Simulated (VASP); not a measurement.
Calculation: PBE GGA, VASP's PBE PAW potentials (set 64) (plane waves; VASP 6.6.1).

A VASP calculation is set up with these files.

File POSCAR:
```
PtTe
1.0
  3.5620000000   0.0000000000   0.0000000000
  0.0000000000   3.5620000000   0.0000000000
  0.0000000000   0.0000000000   3.5620000000
Pt Te
1 1
Cart
  0.0000000000   0.0000000000   0.0000000000
  1.7810000000   1.7810000000   1.7810000000
```

### INCAR
```
SYSTEM = PtTe
PREC = Accurate; ENCUT = 400; LREAL = .FALSE.
LASPH = .TRUE.
EDIFF = 1E-6; NELM = 100; ALGO = Normal
LMAXMIX = 6
ISMEAR = 1; SIGMA = 0.1
GGA = PE
IBRION = 2; NSW = 60; ISIF = 3
EDIFFG = -0.01
LWAVE = .FALSE.; LCHARG = .FALSE.
```

**KPOINTS**
```
Automatic mesh
0
Gamma
9 9 9
0 0 0
```

POTCAR, in this order: Pt Te (PBE.64 set). Program: vasp_std.

The run wrote:

**OUTCAR**
```
 ion  position               nearest neighbor table
   1  0.000  0.000  0.000-   2 3.08   2 3.08   2 3.08   2 3.08   2 3.08   2 3.08   2 3.08   2 3.08
  LATTYP: Found a simple cubic cell.
 ALAT       =     3.5620000000
 Subroutine PRICEL returns:
 Original cell was already a primitive cell.
 Subroutine GETGRP returns: Found 48 space group operations
The static configuration has the point symmetry O_h .
The dynamic configuration has the point symmetry O_h .
 Subroutine INISYM returns: Found 48 space group operations
 Subroutine IBZKPT returns following result:
 Found     35 irreducible k-points:

 Following reciprocal coordinates:
            Coordinates               Weight
  0.000000  0.000000  0.000000      1.000000
  0.111111  0.000000  0.000000      6.000000
  0.222222  0.000000  0.000000      6.000000
  0.333333  0.000000  0.000000      6.000000
  0.444444  0.000000  0.000000      6.000000
  0.111111  0.111111  0.000000     12.000000
  0.222222  0.111111  0.000000     24.000000
  0.333333  0.111111  0.000000     24.000000
  0.444444  0.111111  0.000000     24.000000
  0.222222  0.222222  0.000000     12.000000
  0.333333  0.222222  0.000000     24.000000
  0.444444  0.222222  0.000000     24.000000
  0.333333  0.333333  0.000000     12.000000
  0.444444  0.333333  0.000000     24.000000
  0.444444  0.444444  0.000000     12.000000
  0.111111  0.111111  0.111111      8.000000
  0.222222  0.111111  0.111111     24.000000
  0.333333  0.111111  0.111111     24.000000
  0.444444  0.111111  0.111111     24.000000
  0.222222  0.222222  0.111111     24.000000
  0.333333  0.222222  0.111111     48.000000
  0.444444  0.222222  0.111111     48.000000
  0.333333  0.333333  0.111111     24.000000
  0.444444  0.333333  0.111111     48.000000
  0.444444  0.444444  0.111111     24.000000
  0.222222  0.222222  0.222222      8.000000
  0.333333  0.222222  0.222222     24.000000
  0.444444  0.222222  0.222222     24.000000
  0.333333  0.333333  0.222222     24.000000
  0.444444  0.333333  0.222222     48.000000
  0.444444  0.444444  0.222222     24.000000
  0.333333  0.333333  0.333333      8.000000
  0.444444  0.333333  0.333333     24.000000
  0.444444  0.444444  0.333333     24.000000
  0.444444  0.444444  0.444444      8.000000
   k-points           NKPTS =     35   k-points in BZ     NKDIM =     35   number of bands    NBANDS=     12
   number of dos      NEDOS =    301   number of ions     NIONS =      2
   total plane-waves  NPLWV =  13824
   dimension x,y,z NGX =    24 NGY =   24 NGZ =   24
   dimension x,y,z NGXF=    48 NGYF=   48 NGZF=   48
   ions per type =               1   1
   PREC   = accura    normal or accurate (medium, high low for compatibility)
   ISTART =      0    job   : 0-new  1-cont  2-samecut
   ICHARG =      2    charge: 1-file 2-atom 10-const
   ISPIN  =      1    spin polarized calculation?
   LNONCOLLINEAR =      F non collinear calculations
   LSORBIT =      F    spin-orbit coupling
   INIWAV =      1    electr: 0-lowe 1-rand  2-diag
   ENCUT  =  400.0 eV  29.40 Ry    5.42 a.u.   5.81  5.81  5.81*2*pi/ulx,y,z
   NELM   =    100;   NELMIN=  2; NELMDL= -5     # of ELM steps
   EDIFF  = 0.1E-05   stopping-criterion for ELM
   LREAL  =      F    real-space projection
   NLSPLINE    = F    spline interpolate recip. space projectors
   LMAXMIX     =    6 max onsite mixed and CHGCAR
   VOSKOWN=      0    Vosko Wilk Nusair interpolation
   EDIFFG = -.1E-01   stopping-criterion for IOM
   NSW    =     60    number of steps for IOM
   NBLOCK =      1;   KBLOCK =     60    inner block; outer block
   IBRION =      2    ionic relax: 0-MD 1-quasi-New 2-CG
   NFREE  =      1    steps in history (QN), initial steepest desc. (CG)
...
```

File OSZICAR:
```
       N       E                     dE             d eps       ncg     rms          rms(c)
DAV:   1     0.573452871783E+02    0.57345E+02   -0.59297E+03   904   0.919E+02
DAV:   2    -0.670438863254E+01   -0.64050E+02   -0.58384E+02   976   0.181E+02
DAV:   3    -0.886869496775E+01   -0.21643E+01   -0.21173E+01   988   0.337E+01
DAV:   4    -0.889070748505E+01   -0.22013E-01   -0.21988E-01   940   0.397E+00
DAV:   5    -0.889105482359E+01   -0.34734E-03   -0.34734E-03   988   0.487E-01    0.120E+01
DAV:   6    -0.878397403649E+01    0.10708E+00   -0.21697E-01   880   0.442E+00    0.737E+00
DAV:   7    -0.876544174294E+01    0.18532E-01   -0.93512E-02   856   0.226E+00    0.213E+00
DAV:   8    -0.875764095479E+01    0.78008E-02   -0.45189E-02   880   0.215E+00    0.109E+00
DAV:   9    -0.875656435468E+01    0.10766E-02   -0.42519E-03   884   0.531E-01    0.719E-01
DAV:  10    -0.875647209005E+01    0.92265E-04   -0.21936E-04   960   0.153E-01    0.916E-02
DAV:  11    -0.875647273110E+01   -0.64105E-06   -0.60416E-06   920   0.213E-02
   1 F= -.87564727E+01 E0= -.87565825E+01  d E =-.875647E+01
       N       E                     dE             d eps       ncg     rms          rms(c)
DAV:   1    -0.149907944083E+02   -0.62343E+01   -0.10942E+02   856   0.105E+02    0.222E+01
DAV:   2    -0.954716068285E+01    0.54436E+01   -0.24632E+01   840   0.477E+01    0.511E+00
DAV:   3    -0.880860043234E+01    0.73856E+00   -0.13920E+00   856   0.138E+01    0.260E+00
DAV:   4    -0.867328249429E+01    0.13532E+00   -0.43633E-01   896   0.431E+00    0.279E+00
DAV:   5    -0.867164000007E+01    0.16425E-02   -0.26610E-02   980   0.136E+00    0.305E+00
DAV:   6    -0.867627397461E+01   -0.46340E-02   -0.35676E-03   892   0.424E-01    0.784E-01
DAV:   7    -0.867609225889E+01    0.18172E-03   -0.77693E-04   864   0.263E-01    0.507E-02
DAV:   8    -0.867609573883E+01   -0.34799E-05   -0.61522E-05   892   0.774E-02    0.235E-02
DAV:   9    -0.867609417996E+01    0.15589E-05   -0.35382E-06   904   0.200E-02    0.762E-03
DAV:  10    -0.867609483874E+01   -0.65879E-06   -0.35524E-07   448   0.580E-03
   2 F= -.86760948E+01 E0= -.86755618E+01  d E =0.803779E-01
       N       E                     dE             d eps       ncg     rms          rms(c)
DAV:   1    -0.106178049233E+02   -0.19417E+01   -0.30319E+01   852   0.551E+01    0.962E+00
DAV:   2    -0.910879432152E+01    0.15090E+01   -0.62374E+00   844   0.282E+01    0.549E+00
DAV:   3    -0.895534713030E+01    0.15345E+00   -0.29420E-01   848   0.595E+00    0.310E+00
DAV:   4    -0.892138598870E+01    0.33961E-01   -0.82969E-02   884   0.226E+00    0.205E+00
DAV:   5    -0.892071957485E+01    0.66641E-03   -0.10225E-02   956   0.695E-01    0.182E+00
DAV:   6    -0.892088217163E+01   -0.16260E-03   -0.26694E-03   840   0.468E-01    0.226E-01
DAV:   7    -0.892087505995E+01    0.71117E-05   -0.30450E-05   952   0.589E-02    0.128E-01
DAV:   8    -0.892087653727E+01   -0.14773E-05   -0.28918E-06   872   0.124E-02    0.251E-02
DAV:   9    -0.892087728610E+01   -0.74883E-06   -0.11218E-07   440   0.305E-03
   3 F= -.89208773E+01 E0= -.89204449E+01  d E =-.164405E+00
       N       E                     dE             d eps       ncg     rms          rms(c)
DAV:   1    -0.892156745834E+01   -0.69092E-03   -0.10042E-02   852   0.100E+00    0.163E-01
DAV:   2    -0.892106928724E+01    0.49817E-03   -0.24217E-03   844   0.522E-01    0.776E-02
DAV:   3    -0.892099082290E+01    0.78464E-04   -0.15073E-04   848   0.138E-01    0.342E-02
DAV:   4    -0.892098085963E+01    0.99633E-05   -0.34593E-05   888   0.406E-02    0.277E-02
DAV:   5    -0.892098151763E+01   -0.65800E-06   -0.23969E-06   772   0.131E-02
   4 F= -.89209815E+01 E0= -.89205422E+01  d E =-.164509E+00
```

OUTCAR:
```
------------------------ aborting loop because EDIFF is reached ----------------------------------------
  FORCE on cell =-STRESS in cart. coord.  units (eV):
  Direction    XX          YY          ZZ          XY          YZ          ZX
  --------------------------------------------------------------------------------------
  Total       -0.0145085     -0.0145085     -0.0145085     -0.0000000      0.0000000     -0.0000000
  in kB       -0.5713966     -0.5713966     -0.5713966     -0.0000000      0.0000000     -0.0000000
  external PRESSURE =      -0.5713966 kB  Pullay stress =       0.0000000 kB
  volume of cell :       40.68
      direct lattice vectors                 reciprocal lattice vectors
     3.439261014  0.000000000 -0.000000000     0.290760136  0.000000000 -0.000000000
     0.000000000  3.439261014  0.000000000     0.000000000  0.290760136  0.000000000
     0.000000000  0.000000000  3.439261014     0.000000000  0.000000000  0.290760136
 POSITION                                       TOTAL-FORCE (eV/Angst)
 -----------------------------------------------------------------------------------
      0.00000      0.00000      0.00000         0.000000      0.000000      0.000000
      1.71963      1.71963      1.71963        -0.000000      0.000000      0.000000
 -----------------------------------------------------------------------------------
    total drift:                               -0.000000      0.000000      0.000000
  FREE ENERGIE OF THE ION-ELECTRON SYSTEM (eV)
  ---------------------------------------------------
  free  energy   TOTEN  =        -8.9209815176 eV

  energy  without entropy=       -8.9196635935  energy(sigma->0) =       -8.92054221

 reached required accuracy - stopping structural energy minimisation
```
(Selected blocks of OUTCAR.)

File CONTCAR:
```
PtTe
   1.00000000000000
     3.4392610136744586    0.0000000000000000   -0.0000000000000000
     0.0000000000000000    3.4392610136744586    0.0000000000000000
     0.0000000000000000    0.0000000000000000    3.4392610136744586
  Pt              Te
     1     1
Direct
     0.0000000000000000    0.0000000000000000    0.0000000000000000
     0.5000000000000000    0.5000000000000000    0.5000000000000000
```

### OUTCAR
```
 val. band max:       10.4440894337   @ k =   0.3333   0.3333   0.3333

 cond. band min:      10.5083372113   @ k =   0.2222   0.1111   0.1111


 Fermi energy:        10.5073574502

 k-point     1 :       0.0000    0.0000    0.0000
  band No.  band energies     occupation
      1      -4.0461      2.00000
      2       6.2321      2.00000
      3       6.2321      2.00000
      4       8.0171      2.00000
      5       8.0171      2.00000
      6       8.0171      2.00000
      7       9.1499      2.00000
      8       9.1499      2.00000
      9       9.1499      2.00000
     10      10.9530     -0.00000
     11      17.2767      0.00000
     12      17.2767      0.00000

 k-point     2 :       0.1111    0.0000    0.0000
  band No.  band energies     occupation
      1      -3.9059      2.00000
      2       5.9940      2.00000
      3       6.2696      2.00000
      4       7.5922      2.00000
      5       7.5922      2.00000
      6       8.0239      2.00000
      7       8.2075      2.00000
      8       9.7256      2.00000
      9       9.7256      2.00000
     10      12.0312     -0.00000
     11      17.0731      0.00000
     12      17.8400      0.00000

 k-point     3 :       0.2222    0.0000    0.0000
  band No.  band energies     occupation
      1      -3.5048      2.00000
      2       4.7936      2.00000
      3       6.3675      2.00000
      4       7.0142      2.00000
      5       7.0142      2.00000
      6       7.9261      2.00000
      7       8.0413      2.00000
      8      10.7496     -0.00325
      9      10.7496     -0.00325
     10      13.1803      0.00000
     11      16.5823      0.00000
     12      19.2180      0.00000

 k-point     4 :       0.3333    0.0000    0.0000
  band No.  band energies     occupation
      1      -2.9240      2.00000
      2       3.2567      2.00000
      3       6.4848      2.00000
      4       6.5878      2.00000
      5       6.5878      2.00000
      6       8.0612      2.00000
...
```

Energy and stress use the plane-wave basis of the starting cell. Unless said otherwise, spin-orbit coupling is left out, though it shifts the bands of the heavy elements here.

The structure was generated: PtTe was put into the CsCl type type (Pm-3m), which need not be its known phase. This run relaxes it. Symmetry was kept, so distortions that lower it aren't found.
